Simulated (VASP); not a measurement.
# H2Os under changes of volume

One of the cells (9.716 Å³/atom); the others are scaled copies at fixed shape and fractional positions:

```
H Os
1.0
     2.50827    0.00000    0.00000
     0.00000    2.50827    0.00000
     0.00000    0.00000    4.63274
H Os
2 1
Cartesian
  1.2541 1.2541 1.8301
  1.2541 1.2541 2.8026
  1.2541 1.2541 0.0000
```

The cell was built by a generator and needn't be a form met in nature.

| Item | Value |
| --- | --- |
| Program | VASP 6.6.1 |
| Functional | PBE |
| Potentials or basis | VASP PAW PBE potentials, release 64 (H, Os) |
| Cutoff | 520 eV |
| k mesh | 11 × 11 × 6 |
| Occupations | fermi-dirac, width 0.05 eV |
| Spin | no spin polarisation |

```tsv
volume (Å³/atom)	energy over the lowest point (meV/atom)	pressure (GPa)	largest force (eV/Å)
8.954	19.56	12.3	0.062
9.144	7.53	7.8	0.054
9.335	?	?	?
9.716	0.00	-3.2	0.051
9.906	5.43	-6.1	0.056
10.097	14.14	-8.8	0.063
```

Task: What does the run at 9.335 Å³/atom give?

Result: Energy over the lowest point 0.60 meV/atom; pressure 3.7 GPa; largest force 0.050 eV/Å.

Worked out: A Birch-Murnaghan fit of order 3 (a polynomial in V^(-2/3)) to the other rows has its minimum at 9.54 Å³/atom with B0 = V·E''(V) = 171 GPa and B' = 4.6 at fixed shape and positions, which overstates the stiffness. It gives 0.58 meV/atom at 9.335 Å³/atom, against the run's 0.60, and -dE/dV = 3.8 GPa, against 3.7.

Energies are extrapolated to zero smearing.
